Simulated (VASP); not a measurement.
Level of theory: PBE GGA, VASP's PBE PAW potentials (set 64) (plane waves; VASP).

VASP ran on this input.

### INCAR
```
! general
SYSTEM  = C
PREC    = Accurate
ENCUT   = 620
LREAL   = F
LASPH   = T   ! aspherical one-centre terms

! electronic loop
EDIFF   = 1E-6   ! SCF stop (eV)
NELM    = 100   ! most electronic steps
ALGO    = Normal   ! blocked Davidson

! smearing
ISMEAR  = 0
SIGMA   = 0.05   ! width (eV)

! functional
GGA     = PE   ! PBE

! ions
IBRION  = 2   ! conjugate gradients
NSW     = 40   ! most ionic steps
ISIF    = 3   ! ions, shape and volume
EDIFFG  = -0.02
PSTRESS = 50

! output
LWAVE   = F
LCHARG  = F
```

### POSCAR
```
C
1
    0.0000000000     1.7856232812     1.7856232812
    1.7856232812     0.0000000000     1.7856232812
    1.7856232812     1.7856232812     0.0000000000
C
2
Direct
  0.0000000000   0.0000000000   0.0000000000
  0.2500000000   0.2500000000   0.2500000000
```

File KPOINTS:
```
kpoints
0
G
13 13 13
```

POTCAR, in this order: C (PBE.64 set). Program: vasp_std.

The run wrote:

File OSZICAR:
```
       N       E                     dE             d eps       ncg     rms          rms(c)
DAV:   1     0.387691802318E+01    0.38769E+01   -0.57363E+03  1392   0.115E+03
DAV:   2    -0.186450198824E+02   -0.22522E+02   -0.21163E+02  2104   0.124E+02
DAV:   3    -0.188218117930E+02   -0.17679E+00   -0.17679E+00  1512   0.141E+01
DAV:   4    -0.188220539471E+02   -0.24215E-03   -0.24215E-03  1880   0.550E-01
DAV:   5    -0.188220540962E+02   -0.14914E-06   -0.14914E-06  1456   0.822E-03    0.550E+00
DAV:   6    -0.183497194532E+02    0.47233E+00   -0.36162E-01  1400   0.481E+00    0.330E+00
DAV:   7    -0.181907259347E+02    0.15899E+00   -0.39981E-01  1600   0.517E+00    0.750E-01
DAV:   8    -0.181919832956E+02   -0.12574E-02   -0.18467E-03  1408   0.509E-01    0.460E-02
DAV:   9    -0.181920003060E+02   -0.17010E-04   -0.12917E-04  1952   0.101E-01    0.270E-02
DAV:  10    -0.181920133950E+02   -0.13089E-04   -0.13807E-05  1376   0.436E-02    0.604E-03
DAV:  11    -0.181920132266E+02    0.16848E-06   -0.39177E-08   976   0.222E-03
   1 F= -.17836661E+02 E0= -.17836661E+02  d E =-.178367E+02
       N       E                     dE             d eps       ncg     rms          rms(c)
DAV:   1    -0.181846056871E+02    0.74077E-02   -0.20709E-01  1600   0.478E+00    0.416E-01
DAV:   2    -0.181824674557E+02    0.21382E-02   -0.17302E-03  1472   0.415E-01    0.215E-01
DAV:   3    -0.181816011391E+02    0.86632E-03   -0.17513E-03  1472   0.334E-01    0.339E-02
DAV:   4    -0.181815982739E+02    0.28651E-05   -0.33748E-06  1336   0.258E-02    0.203E-02
DAV:   5    -0.181815976555E+02    0.61841E-06   -0.45075E-07  1040   0.104E-02
   2 F= -.17835306E+02 E0= -.17835306E+02  d E =0.135521E-02
       N       E                     dE             d eps       ncg     rms          rms(c)
DAV:   1    -0.181910041954E+02   -0.94059E-02   -0.64692E-02  1584   0.265E+00    0.232E-01
DAV:   2    -0.181903275742E+02    0.67662E-03   -0.54932E-04  1472   0.234E-01    0.121E-01
DAV:   3    -0.181900488120E+02    0.27876E-03   -0.55286E-04  1456   0.187E-01    0.183E-02
DAV:   4    -0.181900475980E+02    0.12140E-05   -0.10869E-06  1328   0.147E-02    0.134E-02
DAV:   5    -0.181900460610E+02    0.15370E-05   -0.22727E-07   776   0.713E-03    0.346E-04
DAV:   6    -0.181900460286E+02    0.32335E-07   -0.72945E-09   672   0.112E-03
   3 F= -.17838680E+02 E0= -.17838680E+02  d E =-.201862E-02
```

File OUTCAR:
```
------------------------ aborting loop because EDIFF is reached ----------------------------------------
  FORCE on cell =-STRESS in cart. coord.  units (eV):
  Direction    XX          YY          ZZ          XY          YZ          ZX
  --------------------------------------------------------------------------------------
  Total        0.3509105      0.3509105      0.3509105     -0.0000000      0.0000000      0.0000000
  in kB       49.9351349     49.9351349     49.9351349     -0.0000000      0.0000000      0.0000000
  external PRESSURE =      -0.0648651 kB  Pullay stress =      50.0000000 kB
  volume of cell :       11.26
      direct lattice vectors                 reciprocal lattice vectors
     0.000000000  1.778922003  1.778922003    -0.281069096  0.281069096  0.281069096
     1.778922003  0.000000000  1.778922003     0.281069096 -0.281069096  0.281069096
     1.778922003  1.778922003  0.000000000     0.281069096  0.281069096 -0.281069096
 POSITION                                       TOTAL-FORCE (eV/Angst)
 -----------------------------------------------------------------------------------
      0.00000      0.00000      0.00000        -0.000000     -0.000000      0.000000
      0.88946      0.88946      0.88946         0.000000      0.000000     -0.000000
 -----------------------------------------------------------------------------------
    total drift:                               -0.000000      0.000000      0.000000
  FREE ENERGIE OF THE ION-ELECTRON SYSTEM (eV)
  ---------------------------------------------------
  free  energy   TOTEN  =       -18.1900460286 eV

  energy  without entropy=      -18.1900460286  energy(sigma->0) =      -18.19004603
  enthalpy is  TOTEN    =       -17.8386797023 eV   P V=        0.3513663264

 reached required accuracy - stopping structural energy minimisation
```
(Selected blocks of OUTCAR.)

CONTCAR:
```
C
   1.00000000000000
     0.0000000000000000    1.7789220029496362    1.7789220029496362
     1.7789220029496362    0.0000000000000000    1.7789220029496362
     1.7789220029496362    1.7789220029496362    0.0000000000000000
  C
     2
Direct
     0.0000000000000000    0.0000000000000000    0.0000000000000000
     0.2500000000000000    0.2500000000000000    0.2500000000000000
```

### OUTCAR
```
 val. band max:        9.8357886288   @ k =   0.0000   0.0000   0.0000

 cond. band min:      13.9955661694   @ k =   0.3846   0.3846   0.0000


 Fermi energy:        10.1142901056

 k-point     1 :       0.0000    0.0000    0.0000
  band No.  band energies     occupation
      1     -11.7407      2.00000
      2       9.8358      2.00000
      3       9.8358      2.00000
      4       9.8358      2.00000
      5      15.4475      0.00000
      6      15.4475      0.00000
      7      15.4475      0.00000
      8      23.3391      0.00000

 k-point     2 :       0.0769    0.0000    0.0000
  band No.  band energies     occupation
      1     -11.5759      2.00000
      2       8.7647      2.00000
      3       9.5549      2.00000
      4       9.5549      2.00000
      5      15.8156      0.00000
      6      15.8156      0.00000
      7      16.0838      0.00000
      8      23.4751      0.00000

 k-point     3 :       0.1538    0.0000    0.0000
  band No.  band energies     occupation
      1     -11.0836      2.00000
      2       6.4846      2.00000
      3       8.9219      2.00000
      4       8.9219      2.00000
      5      16.6490      0.00000
      6      16.6490      0.00000
      7      17.1257      0.00000
      8      23.8691      0.00000

 k-point     4 :       0.2308    0.0000    0.0000
  band No.  band energies     occupation
      1     -10.2694      2.00000
      2       3.8711      2.00000
      3       8.2362      2.00000
      4       8.2362      2.00000
      5      17.4898      0.00000
      6      17.4898      0.00000
      7      17.9072      0.00000
      8      24.4423      0.00000

 k-point     5 :       0.3077    0.0000    0.0000
  band No.  band energies     occupation
      1      -9.1467      2.00000
      2       1.2566      2.00000
      3       7.6571      2.00000
      4       7.6571      2.00000
      5      18.0414      0.00000
      6      18.0414      0.00000
      7      18.3854      0.00000
...
```

The compound is C in the diamond structure. This run relaxes it under an external pressure of 5 GPa. Symmetry was kept, so distortions that lower it aren't found.
